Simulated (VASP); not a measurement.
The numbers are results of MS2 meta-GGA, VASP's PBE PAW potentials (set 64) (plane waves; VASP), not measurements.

VASP ran on this input.

**INCAR**
```
NELM = 100
LCHARG = .False.
EDIFF = 1E-7
PREC = Accurate
ISMEAR = 0   # Gaussian
METAGGA = MS2
ALGO = Normal   # blocked Davidson
ISIF = 4   # ions and shape, fixed volume
LWAVE = .False.
LMAXMIX = 6
IBRION = 2
SIGMA = 0.05   # width (eV)
LMIXTAU = .True.
ENCUT = 520
EDIFFG = -0.01   # ionic stop
SYSTEM = PtS2
LASPH = .True.   # aspherical one-centre terms
LREAL = .False.
NSW = 30
```

**KPOINTS**
```
Automatic mesh
0
Gamma
7 7 4
0 0 0
```

File POSCAR:
```
PtS2
1
    1.7490089368    -3.0293724107     0.0000000000
    1.7490089368     3.0293724107     0.0000000000
    0.0000000000     0.0000000000     5.6517370940
Pt S
1 2
Direct
  0.0000000000   0.0000000000   0.0000000000
  0.3333330000   0.6666670000   0.2147850935
  0.6666670000   0.3333330000   0.7852149065
```

POTCAR, in this order: Pt S (PBE.64 set). Program: vasp_std.

Output of the run:

**OSZICAR**
```
...
DAV:   8    -0.622463849341E+01    0.86974E-01   -0.58583E-01   854   0.865E+00    0.185E+00
DAV:   9    -0.637460568449E+01   -0.14997E+00   -0.30586E-01   868   0.699E+00    0.632E-01
DAV:  10    -0.640194635783E+01   -0.27341E-01   -0.14545E-01   882   0.466E+00    0.561E-01
DAV:  11    -0.642682580393E+01   -0.24879E-01   -0.39074E-02   882   0.254E+00    0.138E-01
DAV:  12    -0.642853548840E+01   -0.17097E-02   -0.32445E-03  1141   0.680E-01    0.976E-02
DAV:  13    -0.642893100655E+01   -0.39552E-03   -0.79022E-04   910   0.343E-01    0.689E-02
DAV:  14    -0.642909842219E+01   -0.16742E-03   -0.40514E-04   896   0.256E-01    0.282E-02
DAV:  15    -0.642920839001E+01   -0.10997E-03   -0.18295E-04   959   0.153E-01    0.150E-02
DAV:  16    -0.642921110892E+01   -0.27189E-05   -0.23128E-06  1141   0.153E-02    0.126E-02
DAV:  17    -0.642921838544E+01   -0.72765E-05   -0.45603E-06  1008   0.203E-02    0.752E-03
DAV:  18    -0.642921868998E+01   -0.30453E-06   -0.31025E-06   896   0.205E-02    0.423E-03
DAV:  19    -0.642922085742E+01   -0.21674E-05   -0.34094E-07  1085   0.742E-03    0.228E-03
DAV:  20    -0.642921783257E+01    0.30248E-05   -0.87409E-07   882   0.113E-02    0.189E-03
DAV:  21    -0.642921871728E+01   -0.88471E-06   -0.14223E-07   680   0.471E-03    0.774E-04
DAV:  22    -0.642921875002E+01   -0.32740E-07   -0.89560E-09   490   0.100E-03
   1 F= -.64292188E+01 E0= -.64292188E+01  d E =-.642922E+01
       N       E                     dE             d eps       ncg     rms          rms(c)
DAV:   1    -0.643550039330E+01   -0.62817E-02   -0.16305E+00   840   0.823E+00    0.104E+00
DAV:   2    -0.644471044363E+01   -0.92101E-02   -0.88064E-02   931   0.258E+00    0.467E-01
DAV:   3    -0.644435401421E+01    0.35643E-03   -0.26951E-03  1149   0.494E-01    0.274E-01
DAV:   4    -0.644425455937E+01    0.99455E-04   -0.13371E-03  1057   0.290E-01    0.828E-02
DAV:   5    -0.644433378498E+01   -0.79226E-04   -0.23950E-04   917   0.189E-01    0.369E-02
DAV:   6    -0.644430710490E+01    0.26680E-04   -0.94308E-05  1008   0.113E-01    0.364E-02
DAV:   7    -0.644433107723E+01   -0.23972E-04   -0.25203E-05   917   0.591E-02    0.508E-03
DAV:   8    -0.644432702742E+01    0.40498E-05   -0.25231E-06  1071   0.161E-02    0.688E-03
DAV:   9    -0.644433149924E+01   -0.44718E-05   -0.13700E-06   931   0.142E-02    0.130E-03
DAV:  10    -0.644433032362E+01    0.11756E-05   -0.12400E-07   757   0.384E-03    0.917E-04
DAV:  11    -0.644433034388E+01   -0.20264E-07   -0.37003E-08   539   0.206E-03
   2 F= -.64443303E+01 E0= -.64443303E+01  d E =-.151116E-01
       N       E                     dE             d eps       ncg     rms          rms(c)
DAV:   1    -0.644144049761E+01    0.28898E-02   -0.86939E-01   840   0.602E+00    0.763E-01
DAV:   2    -0.644743116493E+01   -0.59907E-02   -0.46724E-02   931   0.188E+00    0.336E-01
DAV:   3    -0.644725045076E+01    0.18071E-03   -0.14079E-03  1141   0.357E-01    0.192E-01
DAV:   4    -0.644718175289E+01    0.68698E-04   -0.75239E-04  1057   0.217E-01    0.559E-02
DAV:   5    -0.644723087550E+01   -0.49123E-04   -0.13375E-04   896   0.140E-01    0.260E-02
DAV:   6    -0.644721407929E+01    0.16796E-04   -0.45396E-05  1001   0.773E-02    0.261E-02
DAV:   7    -0.644722880899E+01   -0.14730E-04   -0.13215E-05   924   0.417E-02    0.362E-03
DAV:   8    -0.644722582527E+01    0.29837E-05   -0.12965E-06  1071   0.112E-02    0.446E-03
DAV:   9    -0.644722898620E+01   -0.31609E-05   -0.70139E-07   952   0.955E-03    0.990E-04
DAV:  10    -0.644722783192E+01    0.11543E-05   -0.83100E-08   679   0.326E-03    0.511E-04
DAV:  11    -0.644722805383E+01   -0.22191E-06   -0.15224E-08   497   0.131E-03    0.152E-04
DAV:  12    -0.644722764023E+01    0.41360E-06   -0.59885E-09   497   0.918E-04    0.714E-05
DAV:  13    -0.644722775304E+01   -0.11281E-06   -0.76755E-10   462   0.272E-04    0.433E-05
DAV:  14    -0.644722767427E+01    0.78767E-07   -0.38611E-10   441   0.220E-04
   3 F= -.64472277E+01 E0= -.64472277E+01  d E =-.180089E-01
       N       E                     dE             d eps       ncg     rms          rms(c)
DAV:   1    -0.644720899313E+01    0.18760E-04   -0.34562E-03   840   0.382E-01    0.515E-02
DAV:   2    -0.644724489535E+01   -0.35902E-04   -0.18510E-04   931   0.118E-01    0.217E-02
DAV:   3    -0.644724209480E+01    0.28005E-05   -0.55313E-06  1148   0.223E-02    0.117E-02
DAV:   4    -0.644724321413E+01   -0.11193E-05   -0.35726E-06  1057   0.149E-02    0.300E-03
DAV:   5    -0.644724237800E+01    0.83613E-06   -0.64265E-07   882   0.934E-03    0.153E-03
DAV:   6    -0.644724312733E+01   -0.74933E-06   -0.16466E-07   715   0.461E-03    0.150E-03
DAV:   7    -0.644724264605E+01    0.48129E-06   -0.64141E-08   511   0.289E-03    0.213E-04
DAV:   8    -0.644724290619E+01   -0.26014E-06   -0.66088E-09   462   0.882E-04    0.271E-04
DAV:   9    -0.644724268859E+01    0.21760E-06   -0.38221E-09   448   0.696E-04    0.937E-05
DAV:  10    -0.644724277005E+01   -0.81463E-07   -0.68480E-10   441   0.252E-04
   4 F= -.64472428E+01 E0= -.64472428E+01  d E =-.180240E-01
       N       E                     dE             d eps       ncg     rms          rms(c)
DAV:   1    -0.645164940868E+01   -0.44067E-02   -0.17819E-01   847   0.310E+00    0.371E-01
DAV:   2    -0.644847658217E+01    0.31728E-02   -0.91355E-03  1022   0.908E-01    0.172E-01
DAV:   3    -0.644846843315E+01    0.81490E-05   -0.20009E-03   945   0.433E-01    0.102E-01
DAV:   4    -0.644838075148E+01    0.87682E-04   -0.57006E-04  1092   0.232E-01    0.407E-02
DAV:   5    -0.644841645602E+01   -0.35705E-04   -0.11807E-04   973   0.127E-01    0.254E-02
DAV:   6    -0.644842312509E+01   -0.66691E-05   -0.37944E-05   980   0.740E-02    0.101E-02
DAV:   7    -0.644842046186E+01    0.26632E-05   -0.11405E-05   910   0.395E-02    0.603E-03
DAV:   8    -0.644842362289E+01   -0.31610E-05   -0.15812E-06  1043   0.126E-02    0.261E-03
DAV:   9    -0.644842338991E+01    0.23298E-06   -0.17895E-07   833   0.428E-03    0.229E-03
DAV:  10    -0.644842410933E+01   -0.71941E-06   -0.88933E-08   588   0.336E-03    0.111E-03
DAV:  11    -0.644842318880E+01    0.92052E-06   -0.26910E-08   483   0.196E-03    0.496E-04
DAV:  12    -0.644842381642E+01   -0.62761E-06   -0.12551E-08   455   0.121E-03    0.144E-04
DAV:  13    -0.644842352828E+01    0.28813E-06   -0.35253E-09   434   0.689E-04    0.715E-05
DAV:  14    -0.644842362927E+01   -0.10099E-06   -0.58039E-10   441   0.256E-04    0.643E-05
DAV:  15    -0.644842363516E+01   -0.58874E-08   -0.19522E-10   427   0.153E-04
   5 F= -.64484236E+01 E0= -.64484236E+01  d E =-.118087E-02
       N       E                     dE             d eps       ncg     rms          rms(c)
DAV:   1    -0.645063345321E+01   -0.22098E-02   -0.10650E-01   854   0.239E+00    0.287E-01
DAV:   2    -0.644873153975E+01    0.19019E-02   -0.54825E-03  1022   0.702E-01    0.133E-01
DAV:   3    -0.644872636827E+01    0.51715E-05   -0.11940E-03   931   0.335E-01    0.789E-02
DAV:   4    -0.644867370457E+01    0.52664E-04   -0.34429E-04  1099   0.180E-01    0.315E-02
DAV:   5    -0.644869487678E+01   -0.21172E-04   -0.70058E-05   973   0.975E-02    0.196E-02
DAV:   6    -0.644870018674E+01   -0.53100E-05   -0.22684E-05   973   0.572E-02    0.787E-03
DAV:   7    -0.644869742558E+01    0.27612E-05   -0.67696E-06   889   0.304E-02    0.463E-03
DAV:   8    -0.644869976047E+01   -0.23349E-05   -0.94243E-07  1071   0.973E-03    0.206E-03
DAV:   9    -0.644869952885E+01    0.23162E-06   -0.10068E-07   743   0.322E-03    0.176E-03
DAV:  10    -0.644870009866E+01   -0.56980E-06   -0.54975E-08   525   0.263E-03    0.860E-04
DAV:  11    -0.644869943372E+01    0.66494E-06   -0.14254E-08   462   0.140E-03    0.420E-04
DAV:  12    -0.644869987031E+01   -0.43659E-06   -0.62946E-09   441   0.834E-04    0.115E-04
DAV:  13    -0.644869962558E+01    0.24472E-06   -0.23394E-09   427   0.578E-04    0.576E-05
DAV:  14    -0.644869970652E+01   -0.80939E-07   -0.36807E-10   441   0.203E-04
   6 F= -.64486997E+01 E0= -.64486997E+01  d E =-.145694E-02
```

File OUTCAR:
```
------------------------ aborting loop because EDIFF is reached ----------------------------------------
  FORCE on cell =-STRESS in cart. coord.  units (eV):
  Direction    XX          YY          ZZ          XY          YZ          ZX
  --------------------------------------------------------------------------------------
  Total        0.2092624      0.2092624      0.2078166     -0.0000000      0.0000000      0.0000000
  in kB        5.5981587      5.5981590      5.5594807     -0.0000000      0.0000000      0.0000000
  external PRESSURE =       5.5852661 kB  Pullay stress =       0.0000000 kB
  volume of cell :       59.89
      direct lattice vectors                 reciprocal lattice vectors
     1.764661996 -3.056484314  0.000000000     0.283340380 -0.163586640  0.000000000
     1.764661996  3.056484314  0.000000000     0.283340380  0.163586640  0.000000000
    -0.000000000  0.000000000  5.551916702    -0.000000000  0.000000000  0.180117976
 POSITION                                       TOTAL-FORCE (eV/Angst)
 -----------------------------------------------------------------------------------
      0.00000     -0.00000      0.00000         0.000000      0.000000      0.000000
      1.76466      1.01883      1.22621        -0.000000     -0.000000      0.002522
      1.76466     -1.01883      4.32570         0.000000     -0.000000     -0.002522
 -----------------------------------------------------------------------------------
    total drift:                               -0.000000      0.000000      0.000000
  FREE ENERGIE OF THE ION-ELECTRON SYSTEM (eV)
  ---------------------------------------------------
  free  energy   TOTEN  =        -6.4486997065 eV

  energy  without entropy=       -6.4486997065  energy(sigma->0) =       -6.44869971

 reached required accuracy - stopping structural energy minimisation
```
(Selected blocks of OUTCAR.)

File CONTCAR:
```
PtS2
   1.00000000000000
     1.7646619959133691   -3.0564843143060254    0.0000000000000000
     1.7646619959133691    3.0564843143060254    0.0000000000000000
    -0.0000000000000000    0.0000000000000000    5.5519167021062019
  Pt              S
     1     2
Direct
     0.0000000000000000    0.0000000000000000    0.0000000000000000
     0.3333330000000032    0.6666669999999968    0.2208631927644286
     0.6666669999999968    0.3333330000000032    0.7791368072355713
```

The compound is PtS2 in the 1T layered structure. This cell is one point of a volume scan, at 0.97 of the reference volume. Symmetry was kept, so distortions that lower it aren't found.
